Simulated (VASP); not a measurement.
# Sc2InSb3 (I4/mmm) in VASP: single point with PBE

Aim: the single point of Sc2InSb3 with PBE.

Everything below comes from runs of VASP 6.6.1. Logs are shortened: lines on timing, memory, paths and dates and some standing lists are left out, and cuts for length are marked.

### 1 The structure

It takes space group I4/mmm (No. 139, tetragonal). Conventional cell: a = 4.184 Å, b = 4.184 Å, c = 18.630 Å, α = 90.00°, β = 90.00°, γ = 90.00°. Around Sc (site symmetry 4mm) lie 6 Sb at 2.96 to 3.13 Å. Around In (site symmetry 4/mmm) lie 6 Sb at 2.96 to 3.21 Å. Around Sb (site symmetry 4mm) lie 5 Sc at 2.96 to 2.98 Å and 1 In at 3.21 Å. Around Sb (site symmetry 4/mmm) lie 4 In at 2.96 Å and 2 Sc at 3.13 Å.

The cell was built by a generator and needn't be a form met in nature.

### 2 Single point, PBE

INCAR reads:

```
PREC = Normal
ENCUT = 520
EDIFF = 1E-5
ISMEAR = 0
SIGMA = 0.15
LREAL = Auto
LASPH = T
NELM = 80
ALGO = Fast
ISIF = 2
LWAVE = F
LCHARG = F
GGA = PE
NBANDS = 62
KPAR = 2
```

KPOINTS reads:

```
Automatic mesh
0
Gamma
  6 6 6
```

POSCAR reads:

```
Sc2InSb3
1.0
   -2.0920600000      2.0920600000      9.3151300000
    2.0920600000     -2.0920600000      9.3151300000
    4.1841200000      4.1841200000    -18.6302600000
Sc In Sb
4 2 6
Direct
    0.6679730000      0.6679730000      0.0000000000
    0.6679730000      0.6679730000      0.5000000000
    0.3320270000      0.3320270000      0.0000000000
    0.3320270000      0.3320270000      0.5000000000
    0.0000000000      0.0000000000      0.0000000000
    0.0000000000      0.0000000000      0.5000000000
    0.8279420000      0.8279420000      0.0000000000
    0.8279420000      0.8279420000      0.5000000000
    0.1720580000      0.1720580000      0.0000000000
    0.1720580000      0.1720580000      0.5000000000
    0.5000000000      0.5000000000      0.0000000000
    0.5000000000      0.5000000000      0.5000000000
```

Potentials or basis: VASP PAW PBE potentials, release 64 (Sc_sv, In_d, Sb).

On the command line:

```console
$ cat potpaw_PBE.64/Sc_sv/POTCAR potpaw_PBE.64/In_d/POTCAR potpaw_PBE.64/Sb/POTCAR > POTCAR
$ mpirun -np 2 vasp_std > vasp.out
```

OUTCAR:

```text
PREC = Normal
   ENCUT = 520
   EDIFF = 1E-5
   ISMEAR = 0
   LREAL = Auto
   LASPH = T
   NELM = 80
   ISIF = 2
   GGA = PE

 ion  position               nearest neighbor table
   1  0.668  0.668  0.000-  10 2.96   9 2.96   9 2.96  10 2.96   7 2.98  11 3.13
   2  0.668  0.668  0.500-   9 2.96  10 2.96  10 2.96   9 2.96   8 2.98  12 3.13
   3  0.332  0.332  0.000-   8 2.96   7 2.96   7 2.96   8 2.96   9 2.98  11 3.13
   4  0.332  0.332  0.500-   7 2.96   8 2.96   8 2.96   7 2.96  10 2.98  12 3.13
   5  0.000  0.000  0.000-  12 2.96  11 2.96  11 2.96  12 2.96   7 3.21   9 3.21
   6  0.000  0.000  0.500-  11 2.96  12 2.96  12 2.96  11 2.96   8 3.21  10 3.21
   7  0.828  0.828  0.000-   4 2.96   3 2.96   3 2.96   4 2.96   1 2.98   5 3.21
   8  0.828  0.828  0.500-   3 2.96   4 2.96   4 2.96   3 2.96   2 2.98   6 3.21
   9  0.172  0.172  0.000-   2 2.96   1 2.96   1 2.96   2 2.96   3 2.98   5 3.21
  10  0.172  0.172  0.500-   1 2.96   2 2.96   2 2.96   1 2.96   4 2.98   6 3.21
  11  0.500  0.500  0.000-   6 2.96   5 2.96   5 2.96   6 2.96   1 3.13   3 3.13
  12  0.500  0.500  0.500-   5 2.96   6 2.96   6 2.96   5 2.96   2 3.13   4 3.13

  LATTYP: Found a base centered orthorhombic cell.
 ALAT       =     5.9172392506
 B/A-ratio  =     3.1484716455
 C/A-ratio  =     1.0000000000

  Lattice vectors:

 A1 = (   2.0920600000,  -2.0920600000,  -9.3151300000)
 A2 = (   2.0920600000,  -2.0920600000,   9.3151300000)
 A3 = (  -4.1841200000,  -4.1841200000,   0.0000000000)

Analysis of symmetry for initial positions (statically):
=====================================================================
 Subroutine PRICEL returns following result:

  LATTYP: Found a body centered tetragonal cell.
 ALAT       =     4.1841200000
 C/A-ratio  =     4.4526113018

  Lattice vectors:

 A1 = (  -2.0920600000,   2.0920600000,   9.3151300000)
 A2 = (   2.0920600000,  -2.0920600000,   9.3151300000)
 A3 = (   2.0920600000,   2.0920600000,  -9.3151300000)

   2 primitive cells build up your supercell.

 Routine SETGRP: Setting up the symmetry group for a
 base centered orthorhombic supercell.

 Subroutine GETGRP returns: Found  8 space group operations
 (whereof  8 operations were pure point group operations)
 out of a pool of  8 trial point group operations.

The static configuration has the point symmetry D_2h.

Analysis of symmetry for dynamics (positions and initial velocities):
=====================================================================
 Subroutine PRICEL returns following result:

  LATTYP: Found a body centered tetragonal cell.
 ALAT       =     4.1841200000
 C/A-ratio  =     4.4526113018

  Lattice vectors:

 A1 = (  -2.0920600000,   2.0920600000,   9.3151300000)
 A2 = (   2.0920600000,  -2.0920600000,   9.3151300000)
 A3 = (   2.0920600000,   2.0920600000,  -9.3151300000)

   2 primitive cells build up your supercell.

 Routine SETGRP: Setting up the symmetry group for a
 base centered orthorhombic supercell.

 Subroutine GETGRP returns: Found  8 space group operations
 (whereof  8 operations were pure point group operations)
 out of a pool of  8 trial point group operations.

The dynamic configuration has the point symmetry D_2h.

 Subroutine INISYM returns: Found  8 space group operations
 (whereof  8 operations are pure point group operations),
 and found     2 'primitive' translations

----------------------------------------------------------------------------------------

                                     Primitive cell

  volume of cell :     163.0787

  direct lattice vectors                    reciprocal lattice vectors
    -2.092060000  2.092060000  9.315130000     0.000000000  0.238998881  0.053676116
     2.092060000 -2.092060000  9.315130000     0.238998881  0.000000000  0.053676116
     2.092060000  2.092060000 -9.315130000     0.238998881  0.238998881  0.000000000

  length of vectors
     9.773693110  9.773693110  9.773693110     0.244952221  0.244952221  0.337995460

  position of ions in fractional coordinates (direct lattice)
     0.667973000  0.667973000  0.000000000
     0.332027000  0.332027000  0.000000000
     0.000000000  0.000000000  0.000000000
     0.827942000  0.827942000  0.000000000
     0.172058000  0.172058000  0.000000000
     0.500000000  0.500000000  0.000000000

  ion indices of the primitive-cell ions
   primitive index   ion index
                 1           1
                 2           3
                 3           5
                 4           7
                 5           9
                 6          11

----------------------------------------------------------------------------------------

 KPOINTS: Automatic mesh

Automatic generation of k-mesh.
 Grid dimensions read from file:
 generate k-points for:    6    6    6

 Generating k-lattice:

  Cartesian coordinates                     Fractional coordinates (reciprocal lattice)
     0.000000000  0.039833147  0.008946019     0.166666667  0.000000000 -0.000000000
     0.039833147  0.000000000  0.008946019     0.000000000  0.166666667 -0.000000000
     0.019916573  0.019916573  0.000000000     0.000000000  0.000000000  0.166666667

  Length of vectors
     0.040825370  0.040825370  0.028166288

  Shift w.r.t. Gamma in fractional coordinates (k-lattice)
     0.000000000  0.000000000  0.000000000

 Subroutine IBZKPT returns following result:
 ===========================================

 Found     52 irreducible k-points:

 Following reciprocal coordinates:
            Coordinates               Weight
  0.000000  0.000000  0.000000      1.000000
  0.166667  0.000000 -0.000000      8.000000
  0.333333  0.000000 -0.000000      8.000000
  0.500000  0.000000 -0.000000      2.000000
  0.166667  0.166667 -0.000000      4.000000
  0.333333  0.166667 -0.000000      4.000000
[... 16 lines left out ...]
 -0.333333  0.166667  0.166667      4.000000
 -0.166667  0.166667  0.166667      4.000000
 [... further k-points ...]
   k-points           NKPTS =     52   k-points in BZ     NKDIM =     52   number of bands    NBANDS=     62
   number of dos      NEDOS =    301   number of ions     NIONS =     12
   total plane-waves  NPLWV = 351232
   dimension x,y,z NGX =    56 NGY =   56 NGZ =  112
   dimension x,y,z NGXF=   112 NGYF=  112 NGZF=  224
   ions per type =               4   2   6
   NGX,Y,Z   is equivalent  to a cutoff of   9.53,  9.53,  9.53 a.u.
   NGXF,Y,Z  is equivalent  to a cutoff of  19.05, 19.05, 19.05 a.u.
 SYSTEM =  unknown system
   PREC   = normal    normal or accurate (medium, high low for compatibility)
   ISTART =      0    job   : 0-new  1-cont  2-samecut
   ICHARG =      2    charge: 1-file 2-atom 10-const
   ISPIN  =      1    spin polarized calculation?
   LNONCOLLINEAR =      F non collinear calculations
   LSORBIT =      F    spin-orbit coupling
   LASPH  =      T    aspherical Exc in radial PAW
   ENCUT  =  520.0 eV  38.22 Ry    6.18 a.u.  18.17 18.17 36.35*2*pi/ulx,y,z
   NELM   =     80;   NELMIN=  2; NELMDL= -5     # of ELM steps
   EDIFF  = 0.1E-04   stopping-criterion for ELM
   LREAL  =      T    real-space projection
   EDIFFG = 0.1E-03   stopping-criterion for IOM
   NSW    =      0    number of steps for IOM
   IBRION =     -1    ionic relax: 0-MD 1-quasi-New 2-CG
   NFREE  =      0    steps in history (QN), initial steepest desc. (CG)
   ISIF   =      2    stress and relaxation
   ISYM   =      2    0-nonsym 1-usesym 2-fastsym
   POTIM  = 0.5000    time-step for ionic-motion
   TEBEG  =    0.0;   TEEND  =   0.0 temperature during run
   PSTRESS=    0.0 pullay stress
   NELECT =     100.0000    total number of electrons
   NUPDOWN=      -1.0000    fix difference up-down
   EMIN   =  10.00;   EMAX   =-10.00  energy-range for DOS
   EFERMI =   0.00;   METHOD = LEGACY
   ISMEAR =     0;   SIGMA  =   0.15  broadening in eV -4-tet -1-fermi 0-gaus
   EFERMI_NEDOS =   21; number of points for ismear=-14 and -15
   IALGO  =     68    algorithm
   IMIX   =      4    mixing-type and parameters
     AMIX     =   0.40;   BMIX     =  1.00
     AMIX_MAG =   1.60;   BMIX_MAG =  1.00
  volume/ion in A,a.u.               =      27.18       183.42
  Fermi-wavevector in a.u.,A,eV,Ry     =   1.103907  2.086082 16.580201  1.218610
  Thomas-Fermi vector in A             =   2.240372
   LORBIT       =      0    0 simple, 1 ext, 2 COOP (PROOUT), +10 PAW based schemes
   GGA     = PE    functional components
   LHFCALC =     F    Hartree Fock is set to
   AEXX    =    0.0000 exact exchange contribution
   IVDW    =     0    specifies the selected vdW correction
   LEPSILON=     F    determine dielectric tensor
   LRPA    =     F    only Hartree local field effects (RPA)
 non-spin polarized calculation
 RMM-DIIS sequential band-by-band and
 Gauss-broadening in eV      SIGMA  =   0.15
  energy-cutoff  :      520.00
  volume of cell :      326.16
 maximum number of plane-waves:      8820
   NGX = 37   NGY = 37   NGZ = 73

 number of electron     100.0000000 magnetization

 number of electron      99.9999982 magnetization

 Free energy of the ion-electron system (eV)
  ---------------------------------------------------
  ext. energy  EPLUGINS =         0.00000000
  ---------------------------------------------------
  free energy    TOTEN  =       -61.52736097 eV

  energy without entropy =      -61.46824953  energy(sigma->0) =      -61.49780525

 E-fermi :   5.8718     XC(G=0):  -9.7875

 val. band max:        5.8405188257   @ k =   0.3333   0.0000  -0.0000
 cond. band min:       5.8732020186   @ k =  -0.1667   0.1667   0.3333
 fundamental gap:      0.0326831929
 Fermi energy:         5.8718467899

 k-point     1 :       0.0000    0.0000    0.0000
  band No.  band energies     occupation
      1     -44.0131      2.00000
      2     -44.0118      2.00000
      3     -44.0108      2.00000
      4     -44.0108      2.00000
      5     -22.6655      2.00000
      6     -22.6563      2.00000
[... 54 lines left out ...]
     61       7.7223      0.00000
     62       7.8538      0.00000

 k-point     2 :       0.1667    0.0000   -0.0000
  band No.  band energies     occupation
      1     -44.0128      2.00000
      2     -44.0117      2.00000
      3     -44.0111      2.00000
      4     -44.0111      2.00000
      5     -22.6644      2.00000
      6     -22.6570      2.00000
[... 1429 lines left out ...]
      6     -22.6590      2.00000
[... 54 lines left out ...]
     61       8.1149      0.00000
     62       8.2062      0.00000

 [... further k-points ...]
[... 5 lines left out ...]
  --------------------------------------------------------------------------------------
  -------------------------------------------------------------------------------------
  Total        0.3527420      0.3527420     -0.4125229      0.0010325      0.0000000      0.0000000
  in kB        1.7327686      1.7327686     -2.0264292      0.0050721      0.0000000      0.0000000
  external PRESSURE =       0.4797026 kB  Pullay stress =       0.0000000 kB

 VOLUME and BASIS-vectors are now :
 -----------------------------------------------------------------------------
  energy-cutoff  :      520.00
  volume of cell :      326.16
      direct lattice vectors                 reciprocal lattice vectors
    -2.092060000  2.092060000  9.315130000     0.000000000  0.238998881  0.053676116
     2.092060000 -2.092060000  9.315130000     0.238998881  0.000000000  0.053676116
     4.184120000  4.184120000-18.630260000     0.119499441  0.119499441  0.000000000

 POSITION                                       TOTAL-FORCE (eV/Angst)
 -----------------------------------------------------------------------------------
      0.00000      0.00000     12.44451         0.000000      0.000000     -0.019894
      2.09206      2.09206      3.12938        -0.000000     -0.000000     -0.019894
      0.00000      0.00000      6.18575         0.000000      0.000000      0.019894
      2.09206      2.09206     -3.12938         0.000000      0.000000      0.019894
      0.00000      0.00000      0.00000        -0.000000     -0.000000     -0.000000
      2.09206      2.09206     -9.31513        -0.000000     -0.000000     -0.000000
      0.00000      0.00000     15.42477        -0.000000     -0.000000      0.019216
      2.09206      2.09206      6.10964         0.000000      0.000000      0.019216
      0.00000      0.00000      3.20549        -0.000000     -0.000000     -0.019216
      2.09206      2.09206     -6.10964         0.000000      0.000000     -0.019216
      0.00000      0.00000      9.31513        -0.000000     -0.000000     -0.000000
      2.09206      2.09206      0.00000        -0.000000     -0.000000     -0.000000
 -----------------------------------------------------------------------------------
    total drift:                                0.000000     -0.000000     -0.000000

  FREE ENERGIE OF THE ION-ELECTRON SYSTEM (eV)
  ---------------------------------------------------
  free  energy   TOTEN  =       -61.5273609677 eV

  energy  without entropy=      -61.4682495297  energy(sigma->0) =      -61.49780525
```

It took 51 min on 2 MPI ranks of Intel Xeon Platinum 8259CL at 2.50GHz (Skylake/Cascade Lake), shared host; peak memory 1.2 GiB.

Results:

```yaml
Free_energy: -61.5274 eV
Pressure: 0.0 GPa
Largest_force: 0.020 eV/Å
Band_gap_on_the_k_mesh: none (metal or under the smearing width)
```

Forces in eV/Å, atoms in the order of the input:
```
Sc   0.000  0.000 -0.020
Sc   0.000  0.000 -0.020
Sc   0.000  0.000  0.020
Sc   0.000  0.000  0.020
In   0.000  0.000  0.000
In   0.000  0.000  0.000
Sb   0.000  0.000  0.019
Sb   0.000  0.000  0.019
Sb   0.000  0.000 -0.019
Sb   0.000  0.000 -0.019
Sb   0.000  0.000  0.000
Sb   0.000  0.000  0.000
```

The run has no spin-orbit coupling, so splittings on Sb are missing.
